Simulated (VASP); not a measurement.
Method: PBEsol GGA, VASP's PBE PAW potentials (set 64) (plane waves; VASP).

Input for VASP

**INCAR**
```
# general
SYSTEM =Te2Au
PREC   =Accurate
ENCUT  =300
LREAL  =.FALSE.
LASPH  =.TRUE.   # aspherical one-centre terms

# electronic loop
EDIFF  =1E-6
NELM   =100   # most electronic steps
ALGO   =Normal   # blocked Davidson
LMAXMIX=6

# smearing
ISMEAR =0   # Gaussian
SIGMA  =0.1   # width (eV)

# functional
GGA    =PS   # PBEsol

# ions
ISIF   =2

# output
LWAVE  =.FALSE.
LCHARG =.FALSE.
```

**KPOINTS**
```
Automatic mesh
0
Gamma
7 7 5
0 0 0
```

### POSCAR
```
Te2Au
1
    3.6220850000    -2.1045500000     0.0000000000
    3.6220850000     2.1045500000     0.0000000000
   -0.0107710000     0.0000000000     5.1944890000
Te Au
2 1
Direct
  0.3186700000   0.3186700000   0.2891200000
  0.6813300000   0.6813300000   0.7108800000
  0.0000000000   0.0000000000   0.0000000000
```

POTCAR, in this order: Te Au (PBE.64 set). Program: vasp_std.

At this cut-off the stress carries a Pulay error, which pulls relaxed volumes low. Unless said otherwise, spin-orbit coupling is left out, though it shifts the bands of the heavy elements here.

**Question.** Estimate the energy per atom (σ→0), pressure, largest force, band gap (on the k-mesh).

**Answer.** 
```yaml
energy per atom (σ→0): -3.757 eV/atom
band gap (on the k-mesh): none (metal, semimetal or under 0.01 eV)
pressure: -2.82 GPa
largest_force: 0.095 eV/Å
```

File OSZICAR:
```
...
DAV:   7    -0.112842119964E+02    0.59570E-01   -0.40444E-01  2181   0.702E+00    0.433E+00
DAV:   8    -0.112768920119E+02    0.73200E-02   -0.54742E-02  2286   0.153E+00    0.117E+00
DAV:   9    -0.112740514842E+02    0.28405E-02   -0.12125E-02  2286   0.120E+00    0.428E-01
DAV:  10    -0.112740317086E+02    0.19776E-04   -0.91601E-04  2503   0.208E-01    0.136E-01
DAV:  11    -0.112740050957E+02    0.26613E-04   -0.80182E-05  2496   0.813E-02    0.447E-02
DAV:  12    -0.112740011194E+02    0.39763E-05   -0.41229E-05  2335   0.621E-02    0.182E-02
DAV:  13    -0.112740010890E+02    0.30405E-07   -0.30822E-06  2048   0.140E-02
   1 F= -.11274001E+02 E0= -.11271874E+02  d E =-.425515E-02
```

The structure comes from a computed database's Te2Au entry; how it stands against other phases isn't given here. The cell was not relaxed at this level. The electron count is odd and the run is not spin-polarised, which forces a metal.
